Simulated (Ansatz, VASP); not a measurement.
# TiNCl in two plane-wave programs, part 2 of 2

Aim: how closely do two programs agree when they are given the same cell, functional and k mesh? The cell is a member of a volume series, scaled by 0.96 from a relaxed one, so a pressure remains.

VASP 6.6.1 and Ansatz 0.2.0.

So far. Step 3 (Ansatz: single point, r2SCAN, volume scaled by 0.96): The run ends at a pressure of 5.19 GPa, with forces up to 0.41 eV/Å.

## Step 6: VASP: single point, r2SCAN, volume scaled by 1.04

Level of this step: r2SCAN, no spin polarisation; plane waves and PAW (Ti_sv, N, Cl) (VASP).

With cell and atoms fixed, the geometry can't cause a difference; cores, projectors, grids and the points listed under the comparison can. The cell compared in this pair holds 107.41 Å³, against 99.15 Å³ for the pair before.

Contents of INCAR:

```
SYSTEM = TiNCl
PREC = Accurate
ENCUT = 520
EDIFF = 1E-06
NELM = 100
ISMEAR = 0
SIGMA = 0.05
LREAL = .FALSE.
ALGO = Normal
METAGGA = R2SCAN
LASPH = .TRUE.
NBANDS = 30
LORBIT = 11
LWAVE = .FALSE.
LCHARG = .FALSE.
KPAR = 4
ISIF = 2
```

Contents of POSCAR:

```
TiNCl
1.0
    3.3079784690      0.0000000000      0.0000000000
    0.0000000000      3.9867584333      0.0000000000
    0.0000000000      0.0000000000      8.1448062090
Ti N Cl
2 2 2
Direct
    0.0000000000      0.5000000000      0.0966246197
    0.5000000000      0.0000000000      0.9033753803
    0.5000000000      0.5000000000      0.9537411180
    0.0000000000      0.0000000000      0.0462588820
    0.5000000000      0.5000000000      0.3243572331
    0.0000000000      0.0000000000      0.6756427669
```

Contents of KPOINTS:

```
Automatic mesh
0
Gamma
7 6 3
0 0 0
```

The projector-augmented-wave data sets are Ti_sv, N and Cl (PBE family, release 64).

The run is started by

```bash
mpirun -np 4 vasp_std
```

Numbers of over 12 decimals in the logs are rounded to 6 here.

Log:

```text
[banner, memory and clock lines left out]
running    4 mpi-ranks, on    1 nodes
[...]
[... a notice as in an earlier step ...]

 LDA part: xc-table for (None), standard interpolation
 POSCAR, INCAR and KPOINTS ok, starting setup
[...]
entering main loop
       N       E                     dE             d eps       ncg     rms          rms(c)
DAV:   1     0.575808022679E+03    0.57581E+03   -0.23716E+04  1920   0.170E+03
DAV:   2     0.566325969098E+01   -0.57014E+03   -0.54804E+03  2078   0.502E+02
DAV:   3    -0.868014913247E+02   -0.92465E+02   -0.90119E+02  3174   0.178E+02
DAV:   4    -0.941592732177E+02   -0.73578E+01   -0.73421E+01  2948   0.466E+01
[...]
DAV:  15    -0.671899504743E+02   -0.58678E-06   -0.33719E-05  2666   0.396E-02    0.825E-03
DAV:  16    -0.671899494043E+02    0.10700E-05   -0.38898E-06  1892   0.169E-02    0.122E-03
DAV:  17    -0.671899500175E+02   -0.61320E-06   -0.52228E-07   972   0.720E-03
   1 F= -.67189950E+02 E0= -.67189950E+02  d E =-.150342E-21
```

Parts of OUTCAR (step 6):

```text
  Total       -3.5002479     -3.1303918     -2.6314774      0.0000000      0.0000000      0.0000000
  in kB      -52.2090796    -46.6923711    -39.2506524      0.0000000      0.0000000      0.0000000
  external PRESSURE =     -46.0507010 kB  Pullay stress =       0.0000000 kB

 POSITION                                       TOTAL-FORCE (eV/Angst)
 -----------------------------------------------------------------------------------
      0.00000      1.99338      0.78699         0.000000      0.000000     -0.300750
      1.65399      0.00000      7.35782         0.000000      0.000000      0.300750
      1.65399      1.99338      7.76804         0.000000      0.000000      0.255389
      0.00000      0.00000      0.37677         0.000000      0.000000     -0.255389
      1.65399      1.99338      2.64183         0.000000      0.000000     -0.360316
      0.00000      0.00000      5.50298         0.000000      0.000000      0.360316
 -----------------------------------------------------------------------------------
    total drift:                                0.000000     -0.000000      0.000000

  FREE ENERGIE OF THE ION-ELECTRON SYSTEM (eV)
  ---------------------------------------------------
  free  energy   TOTEN  =       -67.1899500175 eV

  energy  without entropy=      -67.1899500175  energy(sigma->0) =      -67.18995002

[... 1 part as in an earlier step ...]

[... 2 further parts left out ...]
[key lines of the parts left out:]
E-fermi :   3.1871
```

The run ends at a pressure of -4.61 GPa, with forces up to 0.36 eV/Å.

## Step 7: Ansatz: single point, r2SCAN, volume scaled by 1.04

The same cell, functional, mesh and smearing now go to Ansatz, which takes its cutoff from its data sets.

The cell is a member of a volume series, scaled by 1.04 from a relaxed one, so a pressure remains.

Contents of input.yaml:

```yaml
crystal:
  lattice:
    - [3.307978469, 0.0, 0.0]
    - [0.0, 3.9867584333, 0.0]
    - [0.0, 0.0, 8.144806209]
  atoms:
    - { symbol: Ti, position: [0.0, 0.5, 0.0966246197] }
    - { symbol: Ti, position: [0.5, 0.0, 0.9033753803] }
    - { symbol: "N", position: [0.5, 0.5, 0.953741118] }
    - { symbol: "N", position: [0.0, 0.0, 0.046258882] }
    - { symbol: Cl, position: [0.5, 0.5, 0.3243572331] }
    - { symbol: Cl, position: [0.0, 0.0, 0.6756427669] }
hamiltonian:
  xc: r2scan
  pseudopotentials: { kind: paw }
kpoints:
  mp_grid: { grid: [7, 6, 3] }
scf:
  occupations: { method: gaussian, width: 0.05 }
  n_extra_bands: 5
output:
  forces: true
  stress: true
  eigenvalues: true
```

The run is started by

```bash
ansatz run input.yaml --threads 4 --pin off --max-ram 9216MiB --backend cpu --events-out ev --progress --plain --runs-dir out
```

Log:

```text
[...]
Crystal: 6 atoms, lattice volume = 107.415 Å³
Basis set: ecut = 500 eV, 2731 PW (Γ), exchange–correlation on 100×120×240 points (64 copies of the dense FFT grid, shifted against one another)
Bands: 29, of which v1, the nominal top of the filled ones, is band 24 counted from 1 (23 counted from 0)
Symmetry: 8 space group operations
[...]
k-points: 32 of 126
[...]
k-point 0: bands = [... 20 lower, 3.5231, 3.6316, 4.5310, 5.4335, 6.3359, 7.3583, 7.8009, 7.9531, ... 1 higher]
  k-point 1: bands = [... 20 lower, 3.3555, 3.6034, 4.4706, 5.4333, 6.3359, 7.3566, 7.7569, 7.9530, ... 1 higher]
  k-point 2: bands = [... 20 lower, 3.5453, 3.6294, 4.2387, 4.6016, 6.7986, 7.4651, 7.5941, 7.7263, ... 1 higher]
  k-point 31: bands = [... 20 lower, 3.1966, 3.1966, 3.3895, 3.3895, 7.4690, 7.4690, 7.7927, 7.7927, ... 1 higher]
[key lines of the parts left out:]
SCF converged after 8 iterations
Free energy (F): -7956.272238 eV
Fermi energy:    5.884627 eV
P = ⅓ Tr σ = -4.9487 GPa (-49.487 kbar)
```

Wall time 4.7 s (4 threads of Arm Neoverse V1, shared host); peak memory 0.64 GiB.

The run ends at a pressure of -4.95 GPa, with forces up to 0.41 eV/Å.

## Step 8: Side by side

Both answers:

| quantity | Ansatz | VASP | difference |
| --- | --- | --- | --- |
| pressure (GPa) | -4.95 | -4.61 | -0.34 |
| gap on the k mesh (eV) | 0.902 | 0.931 | -0.029 |

Forces (eV/Å; atoms numbered as in POSCAR):

```
atom        Ansatz x, y, z          VASP x, y, z
 Ti1  0.000, 0.000, -0.408  0.000, 0.000, -0.301
 Ti2   0.000, 0.000, 0.408   0.000, 0.000, 0.301
  N3   0.000, 0.000, 0.320   0.000, 0.000, 0.255
  N4  0.000, 0.000, -0.320  0.000, 0.000, -0.255
 Cl5  0.000, 0.000, -0.358  0.000, 0.000, -0.360
 Cl6   0.000, 0.000, 0.358   0.000, 0.000, 0.360
```

The forces differ by 42 meV/Å r.m.s., which is 23.5 % of the r.m.s. force of 0.18 eV/Å (both taken over all components). A gap on the mesh is an upper bound, since the band edges may lie between its points.

## Step 9: Other set-ups

Further runs change the set-up of one program: Ansatz's method, potentials or start, or VASP's data sets, cutoff or form of LDA. The table gives Ansatz less VASP for each quantity, since a change that brings one quantity closer may part another.

```
                                        run  r.m.s. force difference (meV/Å)  pressure (GPa)  gap on the k mesh (eV)
                                   as above                               42           -0.34                  -0.029
                       cores kept as stored                               42           -0.39                  -0.028
          Ansatz's all-electron LAPW method                               41           -0.36                  -0.031
    Ansatz's larger PAW set (cutoff 910 eV)                               40           -0.34                  -0.031
norm-conserving potentials (cutoff 1252 eV)                               38           -0.34                  -0.026
```

## Step 10: Ansatz: single point, r2SCAN, volume scaled by 1.06

With cell and atoms fixed, the geometry can't cause a difference; cores, projectors, grids and the points listed under the comparison can. The cell compared in this pair holds 109.48 Å³, against 107.41 Å³ for the pair before.

The cell is a member of a volume series, scaled by 1.06 from a relaxed one, so a pressure remains.

input.yaml, as its differences from that of step 7:

```diff
@@ -2,5 +2,5 @@
   lattice:
-    - [3.307978469, 0.0, 0.0]
-    - [0.0, 3.9867584333, 0.0]
-    - [0.0, 0.0, 8.144806209]
+    - [3.3290489637, 0.0, 0.0]
+    - [0.0, 4.0121524838, 0.0]
+    - [0.0, 0.0, 8.1966853543]
   atoms:
```

Log:

```text
[...]
Crystal: 6 atoms, lattice volume = 109.480 Å³
Basis set: ecut = 500 eV, 2779 PW (Γ), exchange–correlation on 100×120×240 points (64 copies of the dense FFT grid, shifted against one another)
Bands: 29, of which v1, the nominal top of the filled ones, is band 24 counted from 1 (23 counted from 0)
Symmetry: 8 space group operations
[...]
k-points: 32 of 126
[...]
k-point 0: bands = [... 20 lower, 3.3117, 3.4288, 4.3050, 5.1921, 6.0989, 7.0826, 7.5142, 7.6639, ... 1 higher]
  k-point 1: bands = [... 20 lower, 3.1603, 3.3891, 4.2473, 5.1919, 6.0989, 7.0815, 7.4733, 7.6638, ... 1 higher]
  k-point 2: bands = [... 20 lower, 3.3336, 3.4300, 4.0189, 4.3739, 6.5452, 7.1890, 7.3127, 7.4477, ... 1 higher]
  k-point 31: bands = [... 20 lower, 3.0144, 3.0144, 3.2009, 3.2009, 7.1911, 7.1911, 7.5040, 7.5040, ... 1 higher]
[key lines of the parts left out:]
SCF converged after 9 iterations
Free energy (F): -7956.195682 eV
Fermi energy:    5.645448 eV
P = ⅓ Tr σ = -6.8933 GPa (-68.933 kbar)
```

Wall time 5.2 s (4 threads); peak memory 0.64 GiB.

The run ends at a pressure of -6.89 GPa, with forces up to 0.54 eV/Å.

## Step 11: VASP: single point, r2SCAN, volume scaled by 1.06

The same cell, functional, mesh and smearing now go to VASP, with its own data sets and cutoff.

INCAR is that of step 6.

POSCAR, as its differences from that of step 6:

```diff
@@ -2,5 +2,5 @@
 1.0
-    3.3079784690      0.0000000000      0.0000000000
-    0.0000000000      3.9867584333      0.0000000000
-    0.0000000000      0.0000000000      8.1448062090
+    3.3290489637      0.0000000000      0.0000000000
+    0.0000000000      4.0121524838      0.0000000000
+    0.0000000000      0.0000000000      8.1966853543
 Ti N Cl
```

KPOINTS is that of step 6.

The run is started by

```bash
mpirun -np 4 vasp_std
```

Log:

```text
[... set-up lines as in an earlier step ...]
 entering main loop
       N       E                     dE             d eps       ncg     rms          rms(c)
DAV:   1     0.574601255879E+03    0.57460E+03   -0.23665E+04  1920   0.170E+03
DAV:   2     0.112691485936E+02   -0.56333E+03   -0.54225E+03  2044   0.504E+02
DAV:   3    -0.862988469193E+02   -0.97568E+02   -0.94970E+02  3226   0.180E+02
DAV:   4    -0.941623436335E+02   -0.78635E+01   -0.78463E+01  2922   0.482E+01
[...]
DAV:  15    -0.671196362041E+02    0.13173E-05   -0.54630E-05  2668   0.482E-02    0.874E-03
DAV:  16    -0.671196349832E+02    0.12209E-05   -0.41584E-06  1918   0.172E-02    0.155E-03
DAV:  17    -0.671196356564E+02   -0.67326E-06   -0.48803E-07   978   0.679E-03
   1 F= -.67119636E+02 E0= -.67119636E+02  d E =-.255929E-17
```

OUTCAR, selected parts (step 11):

```text
  Total       -5.0766630     -4.5666325     -3.8316593      0.0000000      0.0000000      0.0000000
  in kB      -74.2938800    -66.8298930    -56.0740063      0.0000000      0.0000000      0.0000000
  external PRESSURE =     -65.7325931 kB  Pullay stress =       0.0000000 kB

 POSITION                                       TOTAL-FORCE (eV/Angst)
 -----------------------------------------------------------------------------------
      0.00000      2.00608      0.79200         0.000000      0.000000     -0.431216
      1.66452      0.00000      7.40468         0.000000      0.000000      0.431216
      1.66452      2.00608      7.81752         0.000000      0.000000      0.375273
      0.00000      0.00000      0.37917         0.000000      0.000000     -0.375273
      1.66452      2.00608      2.65865         0.000000      0.000000     -0.518722
      0.00000      0.00000      5.53803         0.000000      0.000000      0.518722
 -----------------------------------------------------------------------------------
    total drift:                                0.000000     -0.000000      0.000000

  FREE ENERGIE OF THE ION-ELECTRON SYSTEM (eV)
  ---------------------------------------------------
  free  energy   TOTEN  =       -67.1196356564 eV

  energy  without entropy=      -67.1196356564  energy(sigma->0) =      -67.11963566

[... 1 part as in an earlier step ...]

[... 2 further parts left out ...]
[key lines of the parts left out:]
E-fermi :   2.9551
```

The run ends at a pressure of -6.57 GPa, with forces up to 0.52 eV/Å.

## Step 12: Side by side

The two programs side by side:

| quantity | Ansatz | VASP | difference |
| --- | --- | --- | --- |
| pressure (GPa) | -6.89 | -6.57 | -0.32 |
| gap on the k mesh (eV) | 0.907 | 0.936 | -0.029 |

Forces (eV/Å; atoms numbered as in POSCAR):

```csv
atom,"Ansatz x, y, z","VASP x, y, z"
Ti1,"0.000, 0.000, -0.536","0.000, 0.000, -0.431"
Ti2,"0.000, 0.000, 0.536","0.000, 0.000, 0.431"
N3,"0.000, 0.000, 0.438","0.000, 0.000, 0.375"
N4,"0.000, 0.000, -0.438","0.000, 0.000, -0.375"
Cl5,"0.000, 0.000, -0.516","0.000, 0.000, -0.519"
Cl6,"0.000, 0.000, 0.516","0.000, 0.000, 0.519"
```

The forces differ by 41 meV/Å r.m.s., which is 15.8 % of the r.m.s. force of 0.26 eV/Å (both taken over all components). A gap on the mesh is an upper bound, since the band edges may lie between its points.

## Step 13: What the set-up changes

Further runs change the set-up of one program: Ansatz's method, potentials or start, or VASP's data sets, cutoff or form of LDA. The table gives Ansatz less VASP for each quantity, since a change that brings one quantity closer may part another.

| run | r.m.s. force difference (meV/Å) | pressure (GPa) | gap on the k mesh (eV) |
| --- | --- | --- | --- |
| as above | 41 | -0.32 | -0.029 |
| cores kept as stored | 41 | -0.36 | -0.028 |
| Ansatz's all-electron LAPW method | 40 | -0.33 | -0.031 |
| Ansatz's larger PAW set (cutoff 910 eV) | 39 | -0.32 | -0.031 |
| norm-conserving potentials (cutoff 1252 eV) | 37 | -0.32 | -0.026 |

## Step 14: Results

| Item | Value |
| --- | --- |
| r.m.s. force difference (single point, r2SCAN, volume scaled by 0.96) | 24 % of the r.m.s. force |
| r.m.s. force difference (single point, r2SCAN, volume scaled by 1.04) | 42 meV/Å |
| r.m.s. force difference (single point, r2SCAN, volume scaled by 1.06) | 16 % of the r.m.s. force |

**Reading.** The r.m.s. force difference is 24 % of the r.m.s. force (single point, r2SCAN, volume scaled by 0.96), beyond the 3 % picked in this series as the mark of a large difference. For single point, r2SCAN, volume scaled by 0.96, no further run moves any of the tabulated differences by more than a quarter of its size. For single point, r2SCAN, volume scaled by 1.04, no further run moves any of the tabulated differences by more than a quarter of its size. For single point, r2SCAN, volume scaled by 1.06, no further run moves any of the tabulated differences by more than a quarter of its size. How closely two codes agree says nothing of how well the functional describes the real material.

[Lines on the potential files, build, host, timing and source positions are cut from VASP's logs without a mark.]

[Logs are printed without paths, hosts, clocks, repeated set-up lines and the standing remarks that a program may print on its own settings, such as how far it seeks lower states.]

[Hosts, paths, dates, database ids (printed as entryN), source tags and the programs' standing remarks are cut or masked in the printed files.]
